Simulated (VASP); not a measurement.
Input:

```
CELL_PARAMETERS angstrom
      0.00000     3.35263     3.35263
      3.35263     0.00000     3.35263
      3.35263     3.35263     0.00000
ATOMIC_POSITIONS crystal
  K  0.00000 0.00000 0.00000
  Br 0.50000 0.50000 0.50000
```

These are PBE GGA, VASP's PBE PAW potentials (set 64) (plane waves; VASP 6.6.1) values and carry that method's errors. Numerical set-up: 520 eV cut-off, Gaussian smearing of 0.050 eV, potentials K_sv Br.

Problem. Give the energies of bands 6 to 11 at the high-symmetry points, in eV from the valence-band maximum.

Solution. 
| band | Γ | X | U | L | W |
|---|---|---|---|---|---|
| 6 | 0.00 | -0.76 | -0.65 | -1.09 | -0.55 |
| 7 | 0.00 | -0.27 | -0.59 | -0.30 | -0.55 |
| 8 | 0.00 | -0.27 | -0.30 | -0.30 | -0.49 |
| 9 | 4.31 | 5.91 | 6.58 | 6.49 | 7.33 |
| 10 | 7.59 | 7.03 | 7.94 | 8.05 | 7.33 |
| 11 | 7.59 | 9.26 | 8.32 | 9.64 | 8.07 |

The gap is direct, 4.31 eV, from the valence maximum at Γ to the conduction minimum at Γ.

Measured: gap 7.40 eV (computed value off by -3.09 eV), as given by Aguado et al., (1998), arXiv:cond-mat/9809176.

The compound is KBr in the rock salt structure. It was relaxed first.
